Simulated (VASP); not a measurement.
Calculation: vdW-DF2, VASP's PBE PAW potentials (set 64) (plane waves; VASP).

VASP ran on this input.

### INCAR
```
SYSTEM = Ru
PREC = Accurate
ENCUT = 520
EDIFF = 1E-6
NELM = 100
ALGO = Normal
LREAL = .FALSE.
LASPH = .TRUE.
ISMEAR = 1
SIGMA = 0.1
GGA = ML
ZAB_VDW = -1.8867
LUSE_VDW = .TRUE.
AGGAC = 0.0
LMAXMIX = 4
LWAVE = .FALSE.
LCHARG = .FALSE.
IBRION = 2
ISIF = 3
NSW = 60
EDIFFG = -0.01
```

### POSCAR
```
Ru
1
    1.3968945858    -2.4194925656     0.0000000000
    1.3968945858     2.4194925656     0.0000000000
   -0.0000000000     0.0000000000     4.3951111115
Ru
2
Direct
  0.3333330000   0.6666670000   0.2500000000
  0.6666670000   0.3333330000   0.7500000000
```

KPOINTS:
```
K-points
0
Gamma
  13 13 8
0 0 0
```

POTCAR, in this order: Ru_pv (PBE.64 set). Program: vasp_std.

Output of the run:

File OUTCAR:
```
 ion  position               nearest neighbor table
   1  0.333  0.667  0.250-   2 2.73   2 2.73   2 2.73   2 2.73   2 2.73   2 2.73
   2  0.667  0.333  0.750-   1 2.73   1 2.73   1 2.73   1 2.73   1 2.73   1 2.73
  LATTYP: Found a hexagonal cell.
 ALAT       =     2.7937893190
 C/A-ratio  =     1.5731719932
 Subroutine PRICEL returns:
 Original cell was already a primitive cell.
 Subroutine GETGRP returns: Found 24 space group operations
The static configuration has the point symmetry D_3d.
 The point group associated with its full space group is D_6h.
The dynamic configuration has the point symmetry D_3d.
 Subroutine INISYM returns: Found 24 space group operations
 Subroutine IBZKPT returns following result:
 Found    105 irreducible k-points:

 Following reciprocal coordinates:
            Coordinates               Weight
  0.000000  0.000000  0.000000      1.000000
  0.076923  0.000000  0.000000      6.000000
  0.153846  0.000000  0.000000      6.000000
  0.230769  0.000000  0.000000      6.000000
  0.307692  0.000000  0.000000      6.000000
  0.384615 -0.000000  0.000000      6.000000
  0.461538  0.000000  0.000000      6.000000
  0.076923  0.076923  0.000000      6.000000
  0.153846  0.076923  0.000000     12.000000
  0.230769  0.076923  0.000000     12.000000
  0.307692  0.076923  0.000000     12.000000
  0.384615  0.076923  0.000000     12.000000
  0.461538  0.076923  0.000000      6.000000
  0.153846  0.153846  0.000000      6.000000
  0.230769  0.153846  0.000000     12.000000
  0.307692  0.153846  0.000000     12.000000
  0.384615  0.153846  0.000000     12.000000
  0.230769  0.230769  0.000000      6.000000
  0.307692  0.230769  0.000000     12.000000
  0.384615  0.230769  0.000000      6.000000
  0.307692  0.307692  0.000000      6.000000
  0.000000  0.000000  0.125000      2.000000
...
```

**OSZICAR**
```
       N       E                     dE             d eps       ncg     rms          rms(c)
DAV:   1     0.293650369659E+03    0.29365E+03   -0.18309E+04  3796   0.171E+03
DAV:   2    -0.424793251728E+01   -0.29790E+03   -0.29245E+03  4006   0.490E+02
DAV:   3    -0.107424713111E+02   -0.64945E+01   -0.62792E+01  3992   0.772E+01
DAV:   4    -0.108108925351E+02   -0.68421E-01   -0.68263E-01  4662   0.688E+00
DAV:   5    -0.108118605320E+02   -0.96800E-03   -0.96797E-03  4098   0.742E-01    0.126E+01
DAV:   6    -0.986393587352E+01    0.94792E+00   -0.28704E+00  3800   0.173E+01    0.310E+00
DAV:   7    -0.982246773506E+01    0.41468E-01   -0.13460E-01  3862   0.339E+00    0.100E+00
DAV:   8    -0.981912456859E+01    0.33432E-02   -0.10933E-02  3792   0.128E+00    0.488E-02
DAV:   9    -0.981921124551E+01   -0.86677E-04   -0.15990E-04  5170   0.132E-01    0.405E-02
DAV:  10    -0.981924846835E+01   -0.37223E-04   -0.77796E-05  3814   0.101E-01    0.666E-03
DAV:  11    -0.981924812761E+01    0.34073E-06   -0.18871E-06  2958   0.136E-02
   1 F= -.98192481E+01 E0= -.98196368E+01  d E =-.981925E+01
       N       E                     dE             d eps       ncg     rms          rms(c)
DAV:   1    -0.982177060414E+01   -0.25221E-02   -0.10027E-01  3816   0.275E+00    0.312E-01
DAV:   2    -0.981969278504E+01    0.20778E-02   -0.29959E-03  3812   0.503E-01    0.130E-01
DAV:   3    -0.981926716376E+01    0.42562E-03   -0.15089E-03  4544   0.260E-01    0.276E-02
DAV:   4    -0.981926675364E+01    0.41012E-06   -0.43468E-05  4420   0.765E-02    0.160E-02
DAV:   5    -0.981927033278E+01   -0.35791E-05   -0.33223E-06  3364   0.153E-02    0.558E-03
DAV:   6    -0.981927125025E+01   -0.91748E-06   -0.47570E-07  1924   0.751E-03
   2 F= -.98192713E+01 E0= -.98196779E+01  d E =-.231226E-04
       N       E                     dE             d eps       ncg     rms          rms(c)
DAV:   1    -0.981987037722E+01   -0.60004E-03   -0.21377E-02  3812   0.127E+00    0.144E-01
DAV:   2    -0.981943122583E+01    0.43915E-03   -0.64444E-04  3808   0.232E-01    0.599E-02
DAV:   3    -0.981933657336E+01    0.94652E-04   -0.31885E-04  4530   0.119E-01    0.125E-02
DAV:   4    -0.981933705467E+01   -0.48132E-06   -0.90688E-06  4356   0.350E-02
   3 F= -.98193371E+01 E0= -.98197370E+01  d E =-.889271E-04
```

File OUTCAR:
```
------------------------ aborting loop because EDIFF is reached ----------------------------------------
  FORCE on cell =-STRESS in cart. coord.  units (eV):
  Direction    XX          YY          ZZ          XY          YZ          ZX
  --------------------------------------------------------------------------------------
  Total       -0.0020863     -0.0020863      0.0069444      0.0000000      0.0000000      0.0000000
  in kB       -0.1125180     -0.1125180      0.3745162      0.0000000      0.0000000      0.0000000
  external PRESSURE =       0.0498267 kB  Pullay stress =       0.0000000 kB
  volume of cell :       29.71
      direct lattice vectors                 reciprocal lattice vectors
     1.397748059 -2.420970824  0.000000000     0.357718258 -0.206528718 -0.000000000
     1.397748059  2.420970824 -0.000000000     0.357718258  0.206528718  0.000000000
     0.000000000 -0.000000000  4.389604014     0.000000000  0.000000000  0.227810982
 POSITION                                       TOTAL-FORCE (eV/Angst)
 -----------------------------------------------------------------------------------
      1.39775      0.80699      1.09740         0.000000     -0.000000      0.000000
      1.39775     -0.80699      3.29220        -0.000000      0.000000      0.000000
 -----------------------------------------------------------------------------------
    total drift:                               -0.000000      0.000554     -0.000046
  FREE ENERGIE OF THE ION-ELECTRON SYSTEM (eV)
  ---------------------------------------------------
  free  energy   TOTEN  =        -9.8193370547 eV

  energy  without entropy=       -9.8205370185  energy(sigma->0) =       -9.81973704

 reached required accuracy - stopping structural energy minimisation
```
(Selected blocks of OUTCAR.)

CONTCAR:
```
Ru
   1.00000000000000
     1.3977480586556537   -2.4209708242607961    0.0000000000000000
     1.3977480586556537    2.4209708242607961   -0.0000000000000000
     0.0000000000000000   -0.0000000000000000    4.3896040135941909
  Ru
     2
Direct
     0.3333330000000032    0.6666669999999968    0.2500000000000000
     0.6666669999999968    0.3333330000000032    0.7500000000000000
```

The compound is Ru in the hcp structure. This run relaxes it. Symmetry was kept, so distortions that lower it aren't found. The start is the result of an earlier pass.
